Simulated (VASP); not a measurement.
Output of a VASP run:

### OSZICAR
```
       N       E                     dE             d eps       ncg     rms          rms(c)
DAV:   1     0.141081811480E+02    0.14108E+02   -0.39010E+03   560   0.884E+02
DAV:   2    -0.114827135429E+02   -0.25591E+02   -0.25138E+02   848   0.105E+02
DAV:   3    -0.118664341087E+02   -0.38372E+00   -0.38372E+00   616   0.177E+01
DAV:   4    -0.118670859635E+02   -0.65185E-03   -0.65185E-03   864   0.807E-01
DAV:   5    -0.118670865020E+02   -0.53855E-06   -0.53854E-06   624   0.135E-02    0.438E+00
DAV:   6    -0.114222840571E+02    0.44480E+00   -0.15508E+00   576   0.616E+00    0.218E+00
DAV:   7    -0.113811591059E+02    0.41125E-01   -0.14574E-01   800   0.236E+00    0.897E-01
DAV:   8    -0.113754609229E+02    0.56982E-02   -0.20030E-02   608   0.983E-01    0.102E-01
DAV:   9    -0.113757627898E+02   -0.30187E-03   -0.65126E-04   656   0.193E-01    0.555E-02
DAV:  10    -0.113759546898E+02   -0.19190E-03   -0.30975E-04   680   0.127E-01    0.153E-02
DAV:  11    -0.113759610173E+02   -0.63275E-05   -0.14514E-05   816   0.283E-02    0.112E-02
DAV:  12    -0.113759609179E+02    0.99470E-07   -0.24950E-06   592   0.114E-02    0.188E-03
DAV:  13    -0.113759609436E+02   -0.25701E-07   -0.65328E-08   536   0.212E-03
   1 F= -.11375961E+02 E0= -.11375961E+02  d E =-.129535E-17
```

### OUTCAR
```
------------------------ aborting loop because EDIFF is reached ----------------------------------------
  FORCE on cell =-STRESS in cart. coord.  units (eV):
  Direction    XX          YY          ZZ          XY          YZ          ZX
  --------------------------------------------------------------------------------------
  Total       -1.2570083     -1.2570083     -1.2570083     -0.0000000      0.0000000      0.0000000
  in kB      -68.0182927    -68.0182927    -68.0182927     -0.0000000      0.0000000      0.0000000
  external PRESSURE =     -68.0182927 kB  Pullay stress =       0.0000000 kB
  volume of cell :       29.61
      direct lattice vectors                 reciprocal lattice vectors
     0.000000000  2.455449452  2.455449452    -0.203628708  0.203628708  0.203628708
     2.455449452  0.000000000  2.455449452     0.203628708 -0.203628708  0.203628708
     2.455449452  2.455449452  0.000000000     0.203628708  0.203628708 -0.203628708
  FREE ENERGIE OF THE ION-ELECTRON SYSTEM (eV)
  ---------------------------------------------------
  free  energy   TOTEN  =       -11.3759609436 eV

  energy  without entropy=      -11.3759609436  energy(sigma->0) =      -11.37596094
```
(Selected blocks of OUTCAR.)

### POSCAR
```
BAs
1
    0.0000000000     2.4554494520     2.4554494520
    2.4554494520     0.0000000000     2.4554494520
    2.4554494520     2.4554494520     0.0000000000
B As
1 1
Direct
  0.0000000000   0.0000000000   0.0000000000
  0.2500000000   0.2500000000   0.2500000000
```

Write an INCAR and KPOINTS that could have produced this output.

This is not unique; one that fits is the input of the run itself, PBE GGA, plane waves, VASP's PBE PAW potentials (set 64).

**INCAR**
```
ALGO = Normal
EDIFF = 1E-7
ENCUT = 520
GGA = PE
ISIF = 2
ISMEAR = 0
LASPH = .TRUE.
LCHARG = .FALSE.
LMAXMIX = 4
LREAL = .FALSE.
LWAVE = .FALSE.
NELM = 100
PREC = Accurate
SIGMA = 0.05
SYSTEM = BAs
```

KPOINTS:
```
K-points
0
G
  9 9 9
```

POTCAR, in this order: B As (PBE.64 set). Program: vasp_std.

The compound is BAs in the zinc blende structure. This cell is one point of a volume scan, at 1.06 of the reference volume.
